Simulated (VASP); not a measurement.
Here is the system:

```
CELL_PARAMETERS angstrom
     -3.03492     3.03492     1.68093
      3.03492    -3.03492     1.68093
      3.03492     3.03492    -1.68093
ATOMIC_POSITIONS crystal
  Y  0.75000 0.25000 0.50000
  Y  0.00000 0.00000 0.00000
```

Level of theory: PBEsol GGA with spin-orbit coupling, VASP's PBE PAW potentials (set 64) (plane waves; VASP). Numerical set-up: 400 eV cut-off, 11×11×11 Γ-centred mesh, Gaussian smearing of 0.050 eV, potentials Y_sv.

Task: What does the run give for the energy per atom (σ→0), band gap (over mesh and band path) with the smallest direct gap where there is one?

Result: 
```json
{
 "band gap (over mesh and band path)": "none (metal, semimetal or under 0.01 eV)",
 "energy per atom (σ→0)": "-619.3 kJ/mol of atoms"
}
```

The structure was generated: Y was put into the beta-Sn type (I4_1/amd), which need not be its known phase. It was relaxed first, which changed the volume by -11 %.
